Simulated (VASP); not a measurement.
VASP ran on this input.

**POSCAR**
```
Ru
1.0
  1.3550000000  -2.3469290000   0.0000000000
  1.3550000000   2.3469290000   0.0000000000
  0.0000000000   0.0000000000   4.2800000000
Ru
2
Cartesian
  1.3550000000   0.7823112313   1.0700000000
  1.3550000000  -0.7823112313   3.2100000000
```

**INCAR**
```
LWAVE = .FALSE.
SYSTEM = Ru
IBRION = 2   # conjugate gradients
GGA = ML
AGGAC = 0.0
EDIFF = 1E-6   # SCF stop (eV)
EDIFFG = -0.01
LUSE_VDW = .TRUE.
ALGO = Normal
PREC = Accurate
ZAB_VDW = -1.8867
NSW = 60   # most ionic steps
ENCUT = 520
ISMEAR = 1
LREAL = .FALSE.   # projection in real space or not
ISIF = 3
NELM = 100   # most electronic steps
LCHARG = .FALSE.
SIGMA = 0.1   # width (eV)
LASPH = .TRUE.
LMAXMIX = 4   # l cut-off of mixed one-centre charges
```

KPOINTS:
```
Automatic mesh
0
Gamma
  14 14 8
0 0 0
```

POTCAR, in this order: Ru_pv (PBE.64 set). Program: vasp_std.

**Question.** Write an equivalent input for Quantum ESPRESSO's pw.x.

**Answer.** One equivalent input (not run):
```
&CONTROL
  calculation = 'vc-relax'
  pseudo_dir = './pseudo'
  outdir = './out'
  tprnfor = .true.
  tstress = .true.
  nstep = 60
  forc_conv_thr = 0.00039
/
&SYSTEM
  ibrav = 0
  nat = 2
  ntyp = 1
  ecutwfc = 84
  occupations = 'smearing'
  smearing = 'methfessel-paxton'
  degauss = 0.00735
  input_dft = 'vdw-df2'
/
&ELECTRONS
  conv_thr = 7.3e-08
  electron_maxstep = 100
/
&IONS
/
&CELL
/
ATOMIC_SPECIES
  Ru 101.070 Ru.upf
CELL_PARAMETERS angstrom
     1.3550000   -2.3469290    0.0000000
     1.3550000    2.3469290    0.0000000
     0.0000000    0.0000000    4.2800000
ATOMIC_POSITIONS crystal
  Ru   0.3333330  0.6666670  0.2500000
  Ru   0.6666670  0.3333330  0.7500000
K_POINTS automatic
  14 14 8 0 0 0
```
What does not carry over: the potentials are each code's own (VASP's PAW set, PseudoDojo norm-conserving files in pw.x), so ENCUT and ecutwfc are chosen apart and not converted; conv_thr bounds pw.x's estimated SCF error, while EDIFF bounds the energy change between steps; forc_conv_thr acts on force components and is met together with etot_conv_thr.

The compound is Ru in the hcp structure. This run relaxes it. Symmetry was kept, so distortions that lower it aren't found.
